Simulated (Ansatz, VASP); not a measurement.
**Cross-check of C (Diamond) between VASP and Ansatz**

Wanted: the spread between two codes on one cell, functional and k mesh. The cell is taken from a series of runs on this material, whose earlier steps may have relaxed, scaled, displaced or heated it; both programs get it as it stands.

Method: plane waves, with VASP 6.6.1 beside it; zone-centre phonons at LDA, in Ansatz 0.2.0.

### Step 1. Set-up

Symmetry: Fd-3m, No. 227, cubic system. Conventional cell: a = 3.531 Å, b = 3.531 Å, c = 3.531 Å, α = 90.00°, β = 90.00°, γ = 90.00°. Nearest to C lie 4 C at 1.53 Å.

### Step 2. VASP: zone-centre phonons, LDA

Second derivatives magnify differences that forces hide, and they need a tight electronic threshold.

Lines of VASP's logs that name or quote its potential files are left out, and so is its time.

Input file INCAR:

```
SYSTEM = C
PREC = Accurate
ENCUT = 600
EDIFF = 1E-08
NELM = 120
ISMEAR = -1
SIGMA = 0.03
LREAL = .FALSE.
ALGO = Normal
GGA = CA
NELECT = 7.995596
NBANDS = 9
LORBIT = 11
LWAVE = .FALSE.
LCHARG = .FALSE.
ISIF = 2
IBRION = 8
LASPH = .TRUE.
GGA_COMPAT = .FALSE.
KPAR = 2
```

Input file POSCAR:

```
C
1.0
    0.0000000000      1.7657332855      1.7657332855
    1.7657332855      0.0000000000      1.7657332855
    1.7657332855      1.7657332855      0.0000000000
C
2
Direct
    0.5000000000      0.5000000000      0.5000000000
    0.7500000000      0.7500000000      0.7500000000
```

Input file KPOINTS:

```
Automatic mesh
0
Gamma
42 42 42
0 0 0
```

Potentials, in the order of the species: C (LDA family, release 64).

Launch:

```sh
$ mpirun -np 2 vasp_std
```

Numbers of over 12 decimals in the logs are rounded to 6 here.

Log:

```text
[banner, memory and clock lines left out]
running    2 mpi-ranks, on    1 nodes
 distrk:  each k-point on    1 cores,    2 groups
 distr:  one band on    1 cores,    1 groups

 POSCAR found type information on POSCAR C
 POSCAR found :  1 types and       2 ions
 LDA part: xc-table for (Slater(with rela. corr.)+CA(PZ))
 , standard interpolation
 POSCAR, INCAR and KPOINTS ok, starting setup
 FFT: planning ... GRIDC
 FFT: planning ... GRID_SOFT
 FFT: planning ... GRID
 WAVECAR not read
 entering main loop
       N       E                     dE             d eps       ncg     rms          rms(c)
DAV:   1    -0.187579524647E+00   -0.18758E+00   -0.46220E+03 35812   0.826E+02
DAV:   2    -0.208635923451E+02   -0.20676E+02   -0.19898E+02 50542   0.133E+02
DAV:   3    -0.211562833710E+02   -0.29269E+00   -0.29175E+00 39599   0.145E+01
DAV:   4    -0.211569262731E+02   -0.64290E-03   -0.64286E-03 44710   0.742E-01
DAV:   5    -0.211569268599E+02   -0.58679E-06   -0.58675E-06 39107   0.189E-02BRMIX: very serious problems
 the old and the new charge density differ
 old charge density:     8.00000 new    7.99560
BRMIX: very serious problems
 the old and the new charge density differ
 old charge density:     8.00000 new    7.99560
    0.587E+00
DAV:   6    -0.205193059529E+02    0.63762E+00   -0.41460E-01 35690   0.497E+00    0.341E+00
DAV:   7    -0.202968320200E+02    0.22247E+00   -0.48131E-01 37606   0.537E+00    0.756E-01
DAV:   8    -0.202964937766E+02    0.33824E-03   -0.75925E-03 37344   0.846E-01    0.304E-02
DAV:   9    -0.202964822658E+02    0.11511E-04   -0.35925E-05 38715   0.542E-02    0.229E-02
DAV:  10    -0.202964836454E+02   -0.13796E-05   -0.14291E-06 38793   0.116E-02    0.376E-03
DAV:  11    -0.202964835847E+02    0.60646E-07   -0.57928E-08 42533   0.208E-03    0.416E-04
DAV:  12    -0.202964835721E+02    0.12675E-07   -0.64797E-10 23009   0.287E-04    0.973E-05
DAV:  13    -0.202964835691E+02    0.29783E-08   -0.31265E-11 20311   0.617E-05
   1 F= -.20296484E+02 E0= -.20296418E+02  d E =-.130759E-03
 Linear response reoptimize wavefunctions to high precision
DAV:   1    -0.202964835686E+02    0.46441E-09   -0.11711E-12 21608   0.128E-05
DAV:   2    -0.202964835686E+02    0.17053E-12   -0.21917E-13 19835   0.299E-06
 Linear response DOF=           1
 Linear response progress:
  Degree of freedom:   1/  1
       N       E                     dE             d eps       ncg     rms          rms(c)
RMM:   1    -0.119634698841E+00   -0.11963E+00   -0.17123E-02433878   0.230E+00
RMM:   2    -0.111005679011E+00    0.86290E-02   -0.24047E-03282563   0.448E-01    0.206E-01
RMM:   3    -0.111186248170E+00   -0.18057E-03   -0.30358E-04278419   0.143E-01    0.111E-01
RMM:   4    -0.112116740204E+00   -0.93049E-03   -0.33104E-04277965   0.146E-01    0.139E-02
RMM:   5    -0.112070286840E+00    0.46453E-04   -0.49371E-06299889   0.165E-02    0.108E-03
RMM:   6    -0.112071556925E+00   -0.12701E-05   -0.15925E-07295931   0.125E-03    0.488E-04
RMM:   7    -0.112068916353E+00    0.26406E-05   -0.16229E-08305919   0.508E-04    0.681E-05
RMM:   8    -0.112069260480E+00   -0.34413E-06    0.25247E-09309233   0.218E-04    0.155E-05
RMM:   9    -0.112069019907E+00    0.24057E-06    0.55412E-09317472   0.182E-04    0.161E-06
RMM:  10    -0.112069024387E+00   -0.44807E-08    0.68052E-09308895   0.165E-04    0.335E-07
 first order change of Fermi-energy   0.24681E-04
 force on displaced ion       1 direction 1 : -33.526   0.000   0.000
 Linear response finished
```

Parts of OUTCAR (step 2):

```text
NELECT = 7.995596

 ion  position               nearest neighbor table
   1  0.500  0.500  0.500-   2 1.53   2 1.53   2 1.53   2 1.53
   2  0.750  0.750  0.750-   1 1.53   1 1.53   1 1.53   1 1.53

  LATTYP: Found a face centered cubic cell.
 ALAT       =     3.5314665710

 Subroutine GETGRP returns: Found 48 space group operations
 (whereof 24 operations were pure point group operations)

The static configuration has the point symmetry T_d .
 The point group associated with its full space group is O_h .

 Found   1903 irreducible k-points:

   k-points           NKPTS =   1903   k-points in BZ     NKDIM =   1903   number of bands    NBANDS=      9

   dimension x,y,z NGX =    20 NGY =   20 NGZ =   20
   dimension x,y,z NGXF=    40 NGYF=   40 NGZF=   40

   ENCUT  =  600.0 eV  44.10 Ry    6.64 a.u.   4.99  4.99  4.99*2*pi/ulx,y,z

 k-points in reciprocal lattice and weights: Automatic mesh
   0.00000000  0.00000000  0.00000000       0.000
   0.02380952  0.00000000  0.00000000       0.000
   0.04761905  0.00000000  0.00000000       0.000
   0.07142857  0.00000000  0.00000000       0.000
   0.09523810  0.00000000  0.00000000       0.000
   0.11904762  0.00000000  0.00000000       0.000
   0.14285714  0.00000000  0.00000000       0.000
   0.16666667  0.00000000  0.00000000       0.000
   0.19047619  0.00000000  0.00000000       0.000
[...]
-0.26190476  0.47619048  0.23809524       0.000
  -0.26190476  0.50000000  0.23809524       0.000

 average (electrostatic) potential at core
       1 -49.0786       2 -49.0786

  Total       -0.0007102     -0.0007102     -0.0007102      0.0000000      0.0000000      0.0000000
  in kB       -0.1033509     -0.1033509     -0.1033509      0.0000000      0.0000000      0.0000000
  external PRESSURE =      -0.1033509 kB  Pullay stress =       0.0000000 kB

  energy-cutoff  :      600.00
  volume of cell :       11.01
      direct lattice vectors                 reciprocal lattice vectors
     0.000000000  1.765733286  1.765733286    -0.283168474  0.283168474  0.283168474
     1.765733286  0.000000000  1.765733286     0.283168474 -0.283168474  0.283168474
     1.765733286  1.765733286  0.000000000     0.283168474  0.283168474 -0.283168474

 POSITION                                       TOTAL-FORCE (eV/Angst)
 -----------------------------------------------------------------------------------
      1.76573      1.76573      1.76573        -0.000000      0.000000     -0.000000
      2.64860      2.64860      2.64860         0.000000     -0.000000      0.000000
 -----------------------------------------------------------------------------------
    total drift:                                0.000000     -0.000000      0.000000

 Eigenvectors and eigenvalues of the dynamical matrix
 ----------------------------------------------------

   1 f  =   36.937692 THz   232.086362 2PiTHz 1232.108775 cm-1   152.761950 meV
             X         Y         Z           dx          dy          dz
      1.765733  1.765733  1.765733     0.000000   -0.707107    0.000000
      2.648600  2.648600  2.648600     0.000000    0.707107    0.000000

   2 f  =   36.937692 THz   232.086362 2PiTHz 1232.108775 cm-1   152.761950 meV
             X         Y         Z           dx          dy          dz
      1.765733  1.765733  1.765733    -0.707107    0.000000    0.000000
      2.648600  2.648600  2.648600     0.707107    0.000000    0.000000

   3 f  =   36.937692 THz   232.086362 2PiTHz 1232.108775 cm-1   152.761950 meV
             X         Y         Z           dx          dy          dz
      1.765733  1.765733  1.765733     0.000000    0.000000   -0.707107
      2.648600  2.648600  2.648600     0.000000    0.000000    0.707107

   4 f  =    0.000000 THz     0.000000 2PiTHz    0.000000 cm-1     0.000000 meV
             X         Y         Z           dx          dy          dz
      1.765733  1.765733  1.765733     0.707107    0.000000    0.000000
      2.648600  2.648600  2.648600     0.707107    0.000000    0.000000

   5 f  =    0.000000 THz     0.000000 2PiTHz    0.000000 cm-1     0.000000 meV
             X         Y         Z           dx          dy          dz
      1.765733  1.765733  1.765733     0.000000    0.707107    0.000000
      2.648600  2.648600  2.648600     0.000000    0.707107    0.000000

   6 f  =    0.000000 THz     0.000000 2PiTHz    0.000000 cm-1     0.000000 meV
             X         Y         Z           dx          dy          dz
      1.765733  1.765733  1.765733     0.000000    0.000000    0.707107
      2.648600  2.648600  2.648600     0.000000    0.000000    0.707107

 ELASTIC MODULI CONTR FROM IONIC RELAXATION (kBar)
 Direction    XX          YY          ZZ          XY          YZ          ZX
 --------------------------------------------------------------------------------
 XX          -0.0000      0.0000      0.0000      0.0000      0.0000      0.0000
 YY           0.0000     -0.0000      0.0000      0.0000      0.0000      0.0000
 ZZ           0.0000      0.0000     -0.0000      0.0000      0.0000      0.0000
 XY           0.0000      0.0000      0.0000    -82.1787      0.0000      0.0000
 YZ           0.0000      0.0000      0.0000      0.0000    -82.1787      0.0000
 ZX           0.0000      0.0000      0.0000      0.0000      0.0000    -82.1787
 --------------------------------------------------------------------------------
```

The cell is charged against a uniform background.

### Step 3. Ansatz: zone-centre phonons, LDA

Ansatz runs on its PAW soft_1 files.

The same cell, functional (in two slightly different forms), mesh and smearing now go to Ansatz, which takes its cutoff from its data sets.

Input file input.yaml:

```yaml
crystal:
  lattice:
    - [0.0, 1.7657332855, 1.7657332855]
    - [1.7657332855, 0.0, 1.7657332855]
    - [1.7657332855, 1.7657332855, 0.0]
  atoms:
    - { symbol: C, position: [0.5, 0.5, 0.5] }
    - { symbol: C, position: [0.75, 0.75, 0.75] }
total_charge: 0.004404
kpoints:
  mp_grid: { grid: [42, 42, 42] }
hamiltonian:
  xc: lda
  pseudopotentials: { kind: paw, azcp: { folder: soft_1 }, xc_functional: pbe }
scf:
  occupations: { method: fermi_dirac, width: 0.03 }
output:
  eigenvalues: true
phonons:
  method: dfpt
```

Launch:

```sh
$ ansatz run input.yaml --threads 4 --pin off --max-ram 16384MiB --backend cpu --events-out ev --progress --plain --runs-dir out
```

Log:

```text
zone centre: on kpoints.mp_grid the ground state, and the responses unless they are solved on pairs of k-points, stand on 5214 of the mesh's 74088 k-points, reduced under 8 symmetry operations, with k and −k counted as one. Each operation leaves every solved displacement unchanged or reverses it
Engine: ansatz 0.2.0, x86_64-unknown-linux-gnu
Pseudopotentials: kind: paw
Pseudopotential: C, paw, valence charge 4, recommended cutoff 420 eV (normal), soft_1/C.paw.azcp
Functional definition: SPW92
  exchange = slater_x
  correlation = pw_c
Crystal: 2 atoms, lattice volume = 11.010 Å³
Basis set: ecut = 420 eV, 181 PW (Γ), exchange–correlation on 40×40×40 points (8 copies of the dense FFT grid, shifted against one another)
Bands: 8, of which v1, the nominal top of the filled ones, is band 4 counted from 1 (3 counted from 0)
Symmetry: 48 space group operations
k-points: 5214 of 74088 (irreducible under 8 space group operations, time reversal used)
Non-local potential: C, projectors of the file, l = 0: 2, l = 1: 2, l = 2: 1
PAW form: soft (Blöchl's): semilocal exchange-correlation on the pseudo side does not see the compensation charge
PAW frozen core: C, regenerated for the run's functional, and the local potential with it (the file was generated under x = pbe(κ = 0.804, μ = 0.219515), c = pbe(β = 0.066725))
PAW one-centre angular grid: C, 110 points (default); XC on 64 Gauss nodes
Initial density: superposition of atomic densities (chi_scale 0.1, normalization cell)
Initial wavefunctions: pseudopotential atomic-orbital guess
Functional: x = slater, c = lda
SCF iter   1: F=—  HF=-486.778938 eV  |F-HF|=—  |Δ(HF+E_count)|=         —  Δρ=1.47e-1  dr2=1.68e0  ethr=3.10e-3  ⟨swp⟩=4.8  Hψ=269420  notcnv=0
preconditioner: auto → none  [metal: Δε(μ)=0.035 eV  Ē_g=19.987 eV  σ=0.030 eV  W_gap=0.28  n_scr=0 (ndim 8)  ℏωp=31.6 eV  f_vac=0.000  D(μ)=0.05/eV (n_scr^D=0)]
SCF iter   2: F=—  HF=-486.156226 eV  |F-HF|=—  |Δ(HF+E_count)|=   6.23e-1  Δρ=6.08e-2  dr2=2.74e-1  ethr=3.10e-3  ⟨swp⟩=2.8  Hψ=121639  notcnv=0
SCF iter   3: F=—  HF=-486.050058 eV  |F-HF|=—  |Δ(HF+E_count)|=   1.06e-1  Δρ=3.81e-3  dr2=5.13e-4  ethr=3.10e-3  ⟨swp⟩=2.3  Hψ=82468  notcnv=0
SCF iter   4: F=—  HF=-486.050217 eV  |F-HF|=—  |Δ(HF+E_count)|=   1.59e-4  Δρ=1.48e-4  dr2=8.84e-7  ethr=6.42e-6  ⟨swp⟩=2.8  Hψ=76237  notcnv=0
SCF iter   5: F=—  HF=-486.050218 eV  |F-HF|=—  |Δ(HF+E_count)|=   9.11e-7  Δρ=1.98e-5  dr2=1.00e-8  ethr=1.11e-8  ⟨swp⟩=1.9  Hψ=55538  notcnv=0
SCF iter   6: F=-486.050218 eV  HF=-486.050218 eV  |F-HF|=1.08e-12  |Δ(HF+E_count)|=   5.38e-9  Δρ=2.93e-7  dr2=2.41e-12  ethr=1.00e-12  ⟨swp⟩=5.1  Hψ=193170  notcnv=0
SCF 1 converged in 6 iterations: F = -486.050218 eV  dr2 = 2.41e-12
  greatest PAW one-centre occupation: 0.643 electrons in one spin orbital (limit 2), on the C atom at site 1 (counted from 0), in its partial waves of l = 0
DFPT response loops at Γ: preconditioner auto → Kerker (q_TF=auto, 2.587 Å⁻¹) (partly filled bands, converged f_vac=0.000); β = 1.00, the filter's whole step (`scf.mixing.beta` (0.50) is not read by the response loops under this deck's `scf.mixing.preconditioner`; to damp them name `kerker` or `kerker_dos`, under which they read `scf.mixing.beta`, and type it under 1.00, their step now; both keys bind the ground state too); Broyden in place of MSR1
SCF converged after 6 iterations
Free energy (F): -486.050218 eV
Harris-Foulkes:  -486.050218 eV  (|F-HF|=1.08e-12)
Internal energy: -486.050088 eV  (E = F + TS)
E sigma→0 (E₀):  -486.050153 eV
Entropy (-TS):   -0.000130 eV (-0.065 meV/atom)
Fermi energy:    13.497336 eV
--- Per-component energies (eV) ---
  E_band       = 36.265865
  E_kinetic    = 181.483628
  E_local      = -109.765638  (includes V_loc(G=0)·N_el)
  E_nonlocal   = 48.011254
  E_hartree    = 25.802235
  E_xc         = -95.141827
  E_vxc        = -117.839310  (∫ρ·V_xc dr)
  E_paw        = -185.128529  (= ΣΔE_a)
  E_vpaw       = -17.228576  (= ΣTr[D̂ρ^β])
  E_aug_tail   = 0.000038  (compensation charges beyond the density's cutoff)
  E_ewald      = -351.436914
  E_core_change = 0.125665  (= ΣΔE_core)
  E_smearing   = -0.000130  (= −TS)
  E_closure    = -0.000000  (closes the sum)
  E_deformation_potential = 0.097874  (in the stress; not in F)
  Σ components = -486.050218   (vs F -486.050218, Δ=0.00e0)
--- Band table (eV; the first three rows and the last of 5214) ---
  k-point 0: bands = ["-8.1011", "13.6357", "13.6357", "13.6357", "19.2607", "19.2607", "19.2607", "27.7942"]
  k-point 1: bands = ["-8.0852", "13.5175", "13.6054", "13.6054", "19.2990", "19.2990", "19.3359", "27.8027"]
  k-point 2: bands = ["-8.0372", "13.1866", "13.5185", "13.5185", "19.4106", "19.4106", "19.5453", "27.8298"]
  k-point 5213: bands = ["1.6772", "1.6772", "5.0254", "5.0254", "24.1198", "24.1198", "26.4221", "26.4221"]
--- Phonons (Γ-DFPT): 1 representative perturbation + reference, on 5214 of 74088 k-points (Σ response iterations 3) ---
  k mesh reduced under 8 symmetry operations, with k and −k counted as one. Each operation leaves every solved displacement unchanged or reverses it
  ASR residual: 2.103e-5 → 0.000e0 eV/Å²; symmetrization residual: 1.217e-13 eV/Å²
  ASR residual per site (eV/Å²): 2.10e-5 2.10e-5
  Γ frequencies (cm⁻¹): 0.00 0.00 0.00 1226.38 1226.38 1226.38
  non-analytic LO–TO correction: not included (Born effective charges unavailable; polar crystals: no LO–TO splitting at Γ)
```

### Step 4. Differences

Known differences besides the potentials themselves: the two LDA forms differ slightly; the cutoff is 420 eV in Ansatz and 600 eV in VASP; VASP's log shows a relativistic correction to its local exchange, Ansatz's none. Total energies have different zeros and are not compared.

The two programs side by side:

```csv
quantity,Ansatz,VASP,difference
optical mode 1 to 3 (cm⁻¹),1226.4,1232.1,-0.46 %
```

Modes are paired by rising frequency, not by their patterns, so a pair may set unlike modes beside each other; they are those without the splitting of longitudinal modes. The cell carries a charge of +0.004404 e against a uniform background, so its pressure also hangs on how the neutralising background is counted, and in a defect's cell a gap may be the spacing between its levels.

### Step 5. What came out

- r.m.s. difference of the optical zone-centre modes, each program's sorted by frequency (zone-centre phonons, LDA): 5.7 cm⁻¹

In words: The r.m.s. difference of the optical zone-centre modes, each program's sorted by frequency is 5.7 cm⁻¹ (zone-centre phonons, LDA). How closely two codes agree says nothing of how well the functional describes the real material.

[Lines on the potential files, build, host, timing and source positions are cut from VASP's logs without a mark.]

[Logs are printed without paths, hosts, clocks, repeated set-up lines and the standing remarks that a program may print on its own settings, such as how far it seeks lower states.]

[Hosts, paths, dates, database ids (printed as entryN), source tags and the programs' standing remarks are cut or masked in the printed files.]
